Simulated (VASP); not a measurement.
```yaml
crystal:
  lattice:
    - [0.00000, 1.84800, 1.84800]
    - [1.84800, 0.00000, 1.84800]
    - [1.84800, 1.84800, 0.00000]
  atoms:
    - { symbol: B, position: [0.00000, 0.00000, 0.00000] }
    - { symbol: N, position: [0.25000, 0.25000, 0.25000] }
```

All values below come from PW91 GGA, VASP's PBE PAW potentials (set 64) (plane waves; VASP 6.6.1). Numerical set-up: 520 eV cut-off, 12×12×12 Γ-centred mesh, Gaussian smearing of 0.050 eV, potentials B N.

### Question
Predict the energy per atom (σ→0), pressure, band gap (on the k-mesh) with the smallest direct gap where there is one.

### Answer

- band gap (on the k-mesh): 4.43 eV
- smallest direct gap (on the k-mesh): 8.53 eV
- energy per atom (σ→0): -8.731 eV/atom
- pressure: -195.7 kbar

The absolute energy has meaning only against runs of the same code, potentials and settings.

The compound is BN in the zinc blende structure. This cell is one point of a volume scan, at 1.06 of the reference volume.
